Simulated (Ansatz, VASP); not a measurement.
**Two plane-wave programs on SnC3**

POSCAR

```
SnC3
1.0
    1.5544120458      0.8974402131      5.1713512521
   -1.5544120458      0.8974402131      5.1713512521
    0.0000000000     -1.7948804261      5.1713512521
C Sn
3 1
Direct
    1.0143854207      0.0143854207      0.0143854207
    0.4772487418      0.4772487418      0.4772487418
    0.3831615914      0.3831615914      0.3831615914
    0.8752042462      0.8752042462      0.8752042462
```

INCAR.step1

```
ALGO = Normal ; EDIFF = 1E-4
ENCUT = 520 ; GGA = PE
ISMEAR = -1 ; LASPH = True
LCHARG = False ; LREAL = False
LWAVE = True ; NBANDS = 21
NELM = 100 ; PREC = Accurate
SIGMA = 0.02
```

Contents of INCAR.step2:

```
ALGO = Normal ; EDIFF = 1E-6
ENCUT = 520 ; ISIF = 2
ISMEAR = -1 ; ISTART = 1
LASPH = True ; LCHARG = False
LMIXTAU = True ; LREAL = False
LWAVE = False ; METAGGA = R2SCAN
NBANDS = 21 ; NELM = 100
PREC = Accurate ; SIGMA = 0.02
```

Contents of KPOINTS:

```
k-points
0
Gamma
  10 10 10
```

Input for Ansatz:

```yaml
crystal:
  lattice:
    - [1.5544120458, 0.8974402131, 5.1713512521]
    - [-1.5544120458, 0.8974402131, 5.1713512521]
    - [0.0, -1.7948804261, 5.1713512521]
  atoms:
    - { symbol: C, position: [1.0143854207, 0.0143854207, 0.0143854207] }
    - { symbol: C, position: [0.4772487418, 0.4772487418, 0.4772487418] }
    - { symbol: C, position: [0.3831615914, 0.3831615914, 0.3831615914] }
    - { symbol: Sn, position: [0.8752042462, 0.8752042462, 0.8752042462] }
kpoints:
  mp_grid: { grid: [10, 10, 10] }
  band_path:
    path:
      - [0.0, 0.0, 0.0]
      - [-0.5, -0.5, -0.5]
      - [-0.5, -0.187069401, -0.812930599]
      - [-0.187069401, 0.187069401, -0.5]
      - [0.0, 0.0, -0.5]
      - [0.0, 0.3435347005, -0.3435347005]
      - [-0.3435347005, 0.0, -0.6564652995]
      - [-0.5, 0.0, -0.5]
      - [-0.05, -0.05, -0.05]
    npoints: 1
hamiltonian:
  xc: r2scan
scf:
  occupations: { method: fermi_dirac, width: 0.02 }
  n_extra_bands: 5
output:
  forces: true
  stress: true
  eigenvalues: true
```

Change from the starting cell: biaxial_xy strain -0.8%.

Alike in both runs: task single point; functional r2SCAN; k mesh 10 × 10 × 10; occupations fermi-dirac, width 0.02 eV; no spin polarisation.

|  | VASP | Ansatz |
| --- | --- | --- |
| version | VASP 6.6.1 | Ansatz 0.2.0 |
| potentials or method | VASP PAW PBE potentials, release 64 (C, Sn_d) | plane waves, PAW |
| plane-wave cutoff (eV) | 520 | 500 |
| valence electrons in the cell | 26 | 26 |

|  | VASP | Ansatz | Ansatz less VASP |
| --- | --- | --- | --- |
| pressure (GPa) | 2.8 | 2.4 | -0.43 |
| largest component of the traceless stress (GPa) | 1.08 | 1.04 | -0.041 |
| rms of the force components (eV/Å) | 0.017 | 0.005 | -0.0119 |

Atom by atom the forces differ by 0.021 eV/Å (rms over components).

Caveats: the PAW data sets were made with another functional, which shifts forces and pressure a little (VASP); spin-orbit coupling is left out, which moves the levels of the heavy elements. A k mesh can miss the band edges.
